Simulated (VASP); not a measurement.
# Gap of Selenium, level by level

How does the gap of Selenium depend on the functional? The levels: LDA, PBEsol, PBE, r2SCAN, TB-mBJ, TPSS, AM05, HSE06, r2SCANh, PBE-EpsX, HSEsol, r2SCAN-EpsX and PBE + SOC. The start is a cell from a database of measured crystal structures.

Main program and level: VASP 6.6.1; LDA; plane waves and PAW (Se), in the first sound run; inputs show where later runs differ.

## 1. Starting point

Symmetry: P3_121, No. 152, trigonal system. Conventional cell: a = 4.366 Å, b = 4.366 Å, c = 4.954 Å, α = 90.00°, β = 90.00°, γ = 120.00°. Se has 2 Se at 2.37 Å nearest.

## 2. Bands with LDA, k 4×4×3

Levels along the symmetry lines show where the bands peak and cross; KPOINTS_OPT computes them in the converged potential. LDA, the lowest rung, knows the local density alone.

Contents of INCAR:

```
SYSTEM = Se
PREC = Accurate
ENCUT = 400
EDIFF = 1E-06
NELM = 100
ISMEAR = 0
SIGMA = 0.02
LREAL = .FALSE.
ALGO = Normal
GGA = CA
NBANDS = 22
LORBIT = 11
LWAVE = .FALSE.
LCHARG = .FALSE.
KPAR = 4
```

Contents of POSCAR:

```
Se
1.0
    4.3662000000      0.0000000000      0.0000000000
   -2.1831000000      3.7812401180      0.0000000000
    0.0000000000      0.0000000000      4.9536000000
Se
3
Direct
    0.2254000000      0.0000000000      0.3333333333
    0.0000000000      0.2254000000      0.6666666667
    0.7746000000      0.7746000000      0.0000000000
```

Contents of KPOINTS:

```
Automatic mesh
0
Gamma
4 4 3
0 0 0
```

Contents of KPOINTS_OPT:

```
Line mode
16
Line-mode
Reciprocal
  0.00000000   0.00000000   0.00000000 GAMMA
  0.50000000   0.00000000   0.00000000 M

  0.50000000   0.00000000   0.00000000 M
  0.33333333   0.33333333   0.00000000 K

  0.33333333   0.33333333   0.00000000 K
  0.00000000   0.00000000   0.00000000 GAMMA

  0.00000000   0.00000000   0.00000000 GAMMA
  0.00000000   0.00000000   0.50000000 A

  0.00000000   0.00000000   0.50000000 A
  0.50000000   0.00000000   0.50000000 L

  0.50000000   0.00000000   0.50000000 L
  0.33333333   0.33333333   0.50000000 H

  0.33333333   0.33333333   0.50000000 H
  0.00000000   0.00000000   0.50000000 A

  0.50000000   0.00000000   0.50000000 L
  0.50000000   0.00000000   0.00000000 M

  0.33333333   0.33333333   0.00000000 K
  0.33333333   0.33333333   0.50000000 H
```

PAW data sets: Se (PBE family, release 64).

The run is started by

```
$ mpirun -np 4 vasp_std
```

Numbers of over 12 decimals in the logs are rounded to 6 here.

Output:

```text
[banner, memory and clock lines left out]
running    4 mpi-ranks, on    1 nodes
 distrk:  each k-point on    1 cores,    4 groups
 distr:  one band on    1 cores,    1 groups

 POSCAR found type information on POSCAR Se
 POSCAR found :  1 types and       3 ions
|                                                                             |
|               ----> ADVICE to this user running VASP <----                  |
|                                                                             |
|     You enforced a specific xc type in the INCAR file but a different       |
|     [... a line on the potential file left out ...]
|     I HOPE YOU KNOW WHAT YOU ARE DOING!                                     |
|                                                                             |

 LDA part: xc-table for (Slater(with rela. corr.)+CA(PZ))
 , standard interpolation
 POSCAR, INCAR and KPOINTS ok, starting setup
 FFT: planning ... GRIDC
 FFT: planning ... GRID_SOFT
 FFT: planning ... GRID
 WAVECAR not read
 entering main loop
       N       E                     dE             d eps       ncg     rms          rms(c)
DAV:   1     0.658069835879E+02    0.65807E+02   -0.56474E+03   396   0.537E+02
DAV:   2    -0.803758605963E+01   -0.73845E+02   -0.70090E+02   520   0.121E+02
DAV:   3    -0.124707029193E+02   -0.44331E+01   -0.43986E+01   480   0.298E+01
DAV:   4    -0.124986406098E+02   -0.27938E-01   -0.27934E-01   450   0.284E+00
DAV:   5    -0.124987798043E+02   -0.13919E-03   -0.13919E-03   494   0.201E-01    0.689E+00
DAV:   6    -0.124061127584E+02    0.92667E-01   -0.33472E-02   468   0.872E-01    0.421E+00
DAV:   7    -0.123708119467E+02    0.35301E-01   -0.70227E-02   468   0.119E+00    0.214E-01
DAV:   8    -0.123699420727E+02    0.86987E-03   -0.73281E-03   432   0.411E-01    0.860E-02
DAV:   9    -0.123699621974E+02   -0.20125E-04   -0.23998E-04   486   0.733E-02    0.292E-02
DAV:  10    -0.123699635483E+02   -0.13509E-05   -0.15172E-05   468   0.187E-02    0.540E-03
DAV:  11    -0.123699637980E+02   -0.24974E-06   -0.16628E-06   428   0.618E-03
   1 F= -.12369964E+02 E0= -.12369964E+02  d E =-.134442E-16
 Start KPOINTS_OPT (optional k-point list driver)
k-point batch [1-9\144]
       N       E                     dE             ncg
DAV:   1     0.108072809959E+03   -0.55996E+03      396
DAV:   2    -0.567608327040E+03   -0.67568E+03      510
DAV:   3    -0.615005806666E+03   -0.47397E+02      468
DAV:   4    -0.615319840795E+03   -0.31403E+00      438
DAV:   5    -0.615321147068E+03   -0.13063E-02      492
DAV:   6    -0.615321158675E+03   -0.11606E-04      438
DAV:   7    -0.615321158807E+03   -0.13251E-06      418
[...]
k-point batch [136-144\144]
       N       E                     dE             ncg
DAV:   1     0.598635094859E+02   -0.46196E+04      396
DAV:   2    -0.602237655074E+03   -0.66210E+03      538
DAV:   3    -0.640160748489E+03   -0.37923E+02      504
DAV:   4    -0.640404855577E+03   -0.24411E+00      498
DAV:   5    -0.640406189150E+03   -0.13336E-02      498
DAV:   6    -0.640406202034E+03   -0.12884E-04      508
DAV:   7    -0.640406202174E+03   -0.14021E-06      426
```

It took 9.6 s on 4 MPI ranks of Intel Xeon 6975P-C (Granite Rapids), shared host; peak memory 0.61 GiB; 36 s of CPU time.

Lines that name or quote the potential files are left out of all logs, and their timing lines are given in words.

From OUTCAR (step 2):

```text
ion  position               nearest neighbor table
   1  0.225  0.000  0.333-   3 2.37   2 2.37
   2  0.000  0.225  0.667-   3 2.37   1 2.37
   3  0.775  0.775  0.000-   2 2.37   1 2.37

  LATTYP: Found a hexagonal cell.
 ALAT       =     4.3662000000
 C/A-ratio  =     1.1345334616

 Subroutine GETGRP returns: Found  6 space group operations
 (whereof  2 operations were pure point group operations)

The static configuration has the point symmetry C_2 .
 The point group associated with its full space group is D_3 .

 Found      9 irreducible k-points:

   k-points           NKPTS =      9   k-points in BZ     NKDIM =      9   number of bands    NBANDS=     22

   dimension x,y,z NGX =    28 NGY =   28 NGZ =   32
   dimension x,y,z NGXF=    56 NGYF=   56 NGZF=   64

   ENCUT  =  400.0 eV  29.40 Ry    5.42 a.u.   7.12  7.12  8.08*2*pi/ulx,y,z

   NELECT =      18.0000    total number of electrons

 k-points in reciprocal lattice and weights: Automatic mesh
   0.00000000  0.00000000  0.00000000       0.021
   0.25000000  0.00000000  0.00000000       0.125
   0.50000000  0.00000000  0.00000000       0.062
   0.25000000  0.25000000  0.00000000       0.125
   0.00000000  0.00000000  0.33333333       0.042
   0.25000000  0.00000000  0.33333333       0.125
   0.00000000  0.25000000  0.33333333       0.125
   0.50000000  0.00000000  0.33333333       0.125
   0.25000000  0.25000000  0.33333333       0.250

 average (electrostatic) potential at core
       1 -56.0288       2 -56.0288       3 -56.0288

 E-fermi :   2.2276

 k-point     1 :       0.0000    0.0000    0.0000
  band No.  band energies     occupation
    ...
      5      -1.4365      2.00000
      6      -1.3812      2.00000
      7       0.3625      2.00000
      8       0.3625      2.00000
      9       2.0184      2.00000
     10       4.2183      0.00000
     11       4.2183      0.00000
     12       4.5068      0.00000
     13       8.3016      0.00000
     14       8.7134      0.00000
    ...

 k-point     2 :       0.2500    0.0000    0.0000
  band No.  band energies     occupation
    ...
      5      -1.9777      2.00000
      6      -1.2081      2.00000
      7       0.3572      2.00000
      8       0.7618      2.00000
      9       1.6200      2.00000
     10       4.2047      0.00000
     11       4.3216      0.00000
     12       5.1514      0.00000
     13       8.1807      0.00000
     14       8.4690      0.00000
    ...

 k-point     3 :       0.5000    0.0000    0.0000
  band No.  band energies     occupation
    ...
      5      -2.3303      2.00000
      6      -1.0578      2.00000
      7      -0.5289      2.00000
      8       0.6224      2.00000
      9       1.4133      2.00000
     10       4.2513      0.00000
     11       4.6594      0.00000
     12       6.4828      0.00000
     13       7.4967      0.00000
     14       9.8641      0.00000
    ...

  Total       -0.6877124     -0.6877124     -0.0184902     -0.0000000      0.0000000      0.0000000
  in kB      -13.4728244    -13.4728244     -0.3622376     -0.0000000      0.0000000      0.0000000
  external PRESSURE =      -9.1026288 kB  Pullay stress =       0.0000000 kB

  energy-cutoff  :      400.00
  volume of cell :       81.78
      direct lattice vectors                 reciprocal lattice vectors
     4.366200000  0.000000000  0.000000000     0.229032110  0.132231751  0.000000000
    -2.183100000  3.781240118  0.000000000     0.000000000  0.264463501  0.000000000
     0.000000000  0.000000000  4.953600000     0.000000000  0.000000000  0.201873385

 POSITION                                       TOTAL-FORCE (eV/Angst)
 -----------------------------------------------------------------------------------
      0.98414      0.00000      1.65120         0.284472     -0.000000     -0.000000
     -0.49207      0.85229      3.30240        -0.142236      0.246360      0.000000
      1.69103      2.92895      0.00000        -0.142236     -0.246360      0.000000
 -----------------------------------------------------------------------------------
    total drift:                               -0.000000     -0.000001      0.000000

  FREE ENERGIE OF THE ION-ELECTRON SYSTEM (eV)
  ---------------------------------------------------
  free  energy   TOTEN  =       -12.3699637980 eV

  energy  without entropy=      -12.3699637980  energy(sigma->0) =      -12.36996380

 total charge
# of ion       s       p       d       tot
------------------------------------------
    1        1.518   2.167   0.058   3.744
    2        1.518   2.167   0.058   3.744
    3        1.518   2.167   0.058   3.744
--------------------------------------------------
tot          4.555   6.502   0.174  11.231

[... 3 further parts left out ...]
```

Spin-orbit coupling is off here; it would split degenerate levels. The PAW data sets were made with PBE, though LDA sets exist; this is a small mismatch.

Numbers from this step:

| Property | Result |
| --- | --- |
| SCF cycles | 11 |
| electrons | 18 |
| bands | 22 |
| irreducible k-points | 9 |
| symmetry operations | 6 |
| free energy (TOTEN) | -12.37 eV |
| Fermi energy | 2.228 eV |
| pressure | -0.9103 GPa |
| metallic | no |
| least gap on mesh and path | 0.9135 eV |
| least direct gap on mesh and path | 1.098 eV |
| valence top at k | 0.5, 0, 0.5 |
| conduction bottom at k | 0.3333, 0.3333, 0.5 |
| least direct gap at k | 0.3556, 0.2889, 0.5 |

Electronic bands along the path, in eV, zero at the valence-band top; v1 is the highest filled band, c1 the lowest empty one:

```tsv
point	v4	v3	v2	v1	c1	c2	c3	c4
Γ	-3.81	-2.06	-2.06	-0.41	1.79	1.79	2.08	5.88
0.53 of the way	-3.64	-2.10	-1.69	-0.84	1.79	1.93	2.82	5.68
M	-3.48	-2.96	-1.80	-1.01	1.83	2.23	4.06	5.07
0.47 of the way	-3.28	-2.93	-2.10	-1.35	2.19	2.74	3.86	5.45
K	-2.88	-2.88	-2.72	-1.67	2.99	2.99	3.67	5.67
0.53 of the way	-3.48	-2.18	-1.67	-0.97	1.97	2.04	2.72	5.61
Γ	-3.81	-2.06	-2.06	-0.41	1.79	1.79	2.08	5.88
0.47 of the way	-3.54	-1.99	-1.63	-0.80	1.37	1.47	1.63	6.62
A	-3.41	-1.58	-1.58	-1.13	1.08	1.08	1.20	6.14
0.53 of the way	-3.96	-1.79	-1.31	-0.94	1.56	1.96	2.56	6.22
L	-4.29	-1.98	-1.41	0.00	1.57	2.63	2.90	6.07
0.53 of the way	-4.72	-1.15	-1.14	-0.02	1.29	2.59	2.79	6.19
H	-5.01	-1.00	-0.22	-0.22	0.91	2.64	2.64	6.44
0.47 of the way	-4.24	-1.33	-1.13	-1.08	1.42	2.24	2.70	6.08
A	-3.41	-1.58	-1.58	-1.13	1.08	1.08	1.20	6.14
jump to L	-4.29	-1.98	-1.41	0.00	1.57	2.63	2.90	6.07
0.47 of the way	-3.77	-1.96	-1.87	-0.74	1.75	2.54	3.40	5.93
M	-3.48	-2.96	-1.80	-1.01	1.83	2.23	4.06	5.07
jump to K	-2.88	-2.88	-2.72	-1.67	2.99	2.99	3.67	5.67
0.47 of the way	-3.79	-2.58	-1.53	-0.67	2.24	3.12	3.14	6.45
H	-5.01	-1.00	-0.22	-0.22	0.91	2.64	2.64	6.44
```

Force by atom:

```tsv
atom	x (eV/Å)	y (eV/Å)	z (eV/Å)	size
Se1	0.284	0.000	0.000	0.284
Se2	-0.142	0.246	0.000	0.284
Se3	-0.142	-0.246	0.000	0.284
```

The gap is 0.91 eV, indirect, from L to H.

## 3. Bands with PBEsol, k 4×4×3

This step: PBEsol; plane waves and PAW (Se) (VASP 6.6.1).

PBEsol restores the gradient expansion of exchange and is tuned for the cells of solids.

Changes to INCAR since step 2:

```diff
@@ -9,3 +9,3 @@
 ALGO = Normal
-GGA = CA
+GGA = PS
 NBANDS = 22
```

POSCAR is that of step 2.

KPOINTS is that of step 2.

KPOINTS_OPT is that of step 2.

The run is started by

```
$ mpirun -np 4 vasp_std
```

Output:

```text
[banner, memory and clock lines left out]
running    4 mpi-ranks, on    1 nodes
 distrk:  each k-point on    1 cores,    4 groups
 distr:  one band on    1 cores,    1 groups

 POSCAR found type information on POSCAR Se
 POSCAR found :  1 types and       3 ions
 [... a notice as in an earlier step ...]

 LDA part: xc-table for (Slater+PW92), standard interpolation
 POSCAR, INCAR and KPOINTS ok, starting setup
 FFT: planning ... GRIDC
 FFT: planning ... GRID_SOFT
 FFT: planning ... GRID
 WAVECAR not read
 entering main loop
       N       E                     dE             d eps       ncg     rms          rms(c)
DAV:   1     0.664436956335E+02    0.66444E+02   -0.56460E+03   396   0.537E+02
DAV:   2    -0.717532510340E+01   -0.73619E+02   -0.69887E+02   520   0.121E+02
DAV:   3    -0.115588657128E+02   -0.43835E+01   -0.43497E+01   480   0.296E+01
DAV:   4    -0.115864699296E+02   -0.27604E-01   -0.27600E-01   450   0.282E+00
DAV:   5    -0.115866084022E+02   -0.13847E-03   -0.13847E-03   494   0.200E-01    0.705E+00
DAV:   6    -0.115038082521E+02    0.82800E-01   -0.30373E-02   456   0.869E-01    0.431E+00
DAV:   7    -0.114729190511E+02    0.30889E-01   -0.66481E-02   468   0.120E+00    0.197E-01
DAV:   8    -0.114721788307E+02    0.74022E-03   -0.69697E-03   432   0.401E-01    0.919E-02
DAV:   9    -0.114722473998E+02   -0.68569E-04   -0.24487E-04   486   0.737E-02    0.275E-02
DAV:  10    -0.114722584284E+02   -0.11029E-04   -0.20226E-05   474   0.226E-02    0.583E-03
DAV:  11    -0.114722594824E+02   -0.10540E-05   -0.29376E-06   476   0.803E-03    0.353E-03
DAV:  12    -0.114722594815E+02    0.92882E-09   -0.44977E-07   258   0.341E-03
   1 F= -.11472259E+02 E0= -.11472259E+02  d E =-.231253E-19
 Start KPOINTS_OPT (optional k-point list driver)
k-point batch [1-9\144]
       N       E                     dE             ncg
DAV:   1     0.132052638778E+03   -0.53598E+03      396
DAV:   2    -0.543008585573E+03   -0.67506E+03      510
DAV:   3    -0.589925976146E+03   -0.46917E+02      468
DAV:   4    -0.590237290544E+03   -0.31131E+00      432
DAV:   5    -0.590238611236E+03   -0.13207E-02      492
DAV:   6    -0.590238623203E+03   -0.11967E-04      426
DAV:   7    -0.590238623341E+03   -0.13886E-06      418
[...]
k-point batch [136-144\144]
       N       E                     dE             ncg
DAV:   1     0.844857288477E+02   -0.45950E+04      396
DAV:   2    -0.577068973232E+03   -0.66155E+03      538
DAV:   3    -0.614648875370E+03   -0.37580E+02      504
DAV:   4    -0.614891735743E+03   -0.24286E+00      504
DAV:   5    -0.614893084269E+03   -0.13485E-02      506
DAV:   6    -0.614893097494E+03   -0.13224E-04      514
DAV:   7    -0.614893097641E+03   -0.14730E-06      410
```

Wall time 9.8 s (4 MPI ranks); peak memory 0.59 GiB; 37 s of CPU time.

OUTCAR, selected parts (step 3):

```text
 Found      9 irreducible k-points:

   NELECT =      18.0000    total number of electrons

 E-fermi :   2.3931

 k-point     1 :       0.0000    0.0000    0.0000
  band No.  band energies     occupation
    ...
      5      -1.2854      2.00000
      6      -1.2210      2.00000
      7       0.5110      2.00000
      8       0.5110      2.00000
      9       2.1711      2.00000
     10       4.4049      0.00000
     11       4.4049      0.00000
     12       4.6856      0.00000
     13       8.5335      0.00000
     14       8.9103      0.00000
    ...

 k-point     2 :       0.2500    0.0000    0.0000
  band No.  band energies     occupation
    ...
      5      -1.8246      2.00000
      6      -1.0512      2.00000
      7       0.5077      2.00000
      8       0.9110      2.00000
      9       1.7735      2.00000
     10       4.3935      0.00000
     11       4.5132      0.00000
     12       5.3311      0.00000
     13       8.3765      0.00000
     14       8.6736      0.00000
    ...

  Total       -0.0533432     -0.0533432      0.6270655     -0.0000000     -0.0000000      0.0000000
  in kB       -1.0450343     -1.0450343     12.2847026     -0.0000000     -0.0000000      0.0000000
  external PRESSURE =       3.3982114 kB  Pullay stress =       0.0000000 kB

 POSITION                                       TOTAL-FORCE (eV/Angst)
 -----------------------------------------------------------------------------------
      0.98414      0.00000      1.65120         0.316733     -0.000000     -0.000000
     -0.49207      0.85229      3.30240        -0.158366      0.274299      0.000000
      1.69103      2.92895      0.00000        -0.158366     -0.274299     -0.000000
 -----------------------------------------------------------------------------------
    total drift:                               -0.000000     -0.000001      0.000000

  FREE ENERGIE OF THE ION-ELECTRON SYSTEM (eV)
  ---------------------------------------------------
  free  energy   TOTEN  =       -11.4722594815 eV

  energy  without entropy=      -11.4722594815  energy(sigma->0) =      -11.47225948

 total charge
# of ion       s       p       d       tot
------------------------------------------
    1        1.514   2.170   0.058   3.743
    2        1.514   2.170   0.058   3.743
    3        1.514   2.170   0.058   3.743
--------------------------------------------------
tot          4.543   6.511   0.175  11.229

[... 9 parts as in an earlier step ...]

[... 5 further parts left out ...]
```

The PAW data sets were made with PBE, which is usual practice but a small mismatch for other functionals.

This step gave:

- SCF cycles: 12
- free energy (TOTEN): -11.47 eV
- Fermi energy: 2.393 eV
- pressure: 0.3398 GPa
- least gap on mesh and path: 0.9471 eV
- least direct gap on mesh and path: 1.134 eV

Electronic bands along the path, in eV, zero at the valence-band top; v1 is the highest filled band, c1 the lowest empty one:

```tsv
point	v4	v3	v2	v1	c1	c2	c3	c4
Γ	-3.81	-2.07	-2.07	-0.41	1.82	1.82	2.10	5.95
0.53 of the way	-3.64	-2.11	-1.69	-0.84	1.82	1.96	2.85	5.72
M	-3.49	-2.95	-1.81	-1.02	1.86	2.26	4.08	5.11
0.47 of the way	-3.28	-2.93	-2.11	-1.35	2.21	2.76	3.89	5.48
K	-2.87	-2.87	-2.72	-1.66	3.01	3.01	3.69	5.71
0.53 of the way	-3.48	-2.18	-1.67	-0.97	1.99	2.07	2.74	5.65
Γ	-3.81	-2.07	-2.07	-0.41	1.82	1.82	2.10	5.95
0.47 of the way	-3.54	-2.00	-1.64	-0.80	1.41	1.49	1.66	6.64
A	-3.41	-1.58	-1.58	-1.13	1.12	1.12	1.22	6.13
0.53 of the way	-3.96	-1.78	-1.31	-0.94	1.58	1.99	2.58	6.27
L	-4.29	-1.97	-1.41	0.00	1.59	2.66	2.91	6.11
0.53 of the way	-4.72	-1.16	-1.14	-0.02	1.32	2.61	2.81	6.23
H	-5.01	-1.01	-0.22	-0.22	0.95	2.66	2.66	6.48
0.47 of the way	-4.25	-1.33	-1.12	-1.08	1.45	2.26	2.73	6.12
A	-3.41	-1.58	-1.58	-1.13	1.12	1.12	1.22	6.13
jump to L	-4.29	-1.97	-1.41	0.00	1.59	2.66	2.91	6.11
0.47 of the way	-3.77	-1.96	-1.87	-0.74	1.77	2.56	3.42	5.97
M	-3.49	-2.95	-1.81	-1.02	1.86	2.26	4.08	5.11
jump to K	-2.87	-2.87	-2.72	-1.66	3.01	3.01	3.69	5.71
0.47 of the way	-3.79	-2.57	-1.53	-0.67	2.27	3.14	3.16	6.49
H	-5.01	-1.01	-0.22	-0.22	0.95	2.66	2.66	6.48
```

Force by atom:

```tsv
atom	x (eV/Å)	y (eV/Å)	z (eV/Å)	size
Se1	0.317	0.000	0.000	0.317
Se2	-0.158	0.274	0.000	0.317
Se3	-0.158	-0.274	0.000	0.317
```

The gap is 0.95 eV, indirect, from L to H. Against LDA that is +0.03 eV; the cost is about the same.

(Continued in part 2 of 7.)

[Lines on the potential files, build, host, timing and source positions are cut from VASP's logs without a mark.]

[Logs are printed without paths, hosts, clocks, repeated set-up lines and the standing remarks that a program may print on its own settings, such as how far it seeks lower states.]

[Hosts, paths, dates, database ids (printed as entryN), source tags and the programs' standing remarks are cut or masked in the printed files.]

[Measured values are set beside computed ones only where the two were judged alike; some that the calculation misses by far are left out.]
